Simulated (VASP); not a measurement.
Here is the system:

```yaml
crystal:
  lattice:
    - [0.00000, 2.79532, 2.79532]
    - [2.79532, 0.00000, 2.79532]
    - [2.79532, 2.79532, 0.00000]
  atoms:
    - { symbol: Zn, position: [0.00000, 0.00000, 0.00000] }
    - { symbol: Se, position: [0.25000, 0.25000, 0.25000] }
```

All values below come from TPSS meta-GGA, VASP's PBE PAW potentials (set 64) (plane waves; VASP). Settings: 520 eV cut-off, 8×8×8 Γ-centred mesh, Gaussian smearing of 0.050 eV, potentials Zn Se.

Q: Give the stress tensor in GPa (positive for a compressed cell).

A: 
```
4.27  0.00  0.00
0.00  4.27  0.00
0.00  0.00  4.27
```
The pressure is its mean diagonal, 4.27 GPa.

The compound is ZnSe in the zinc blende structure. This cell is one point of a volume scan, at 0.94 of the reference volume.
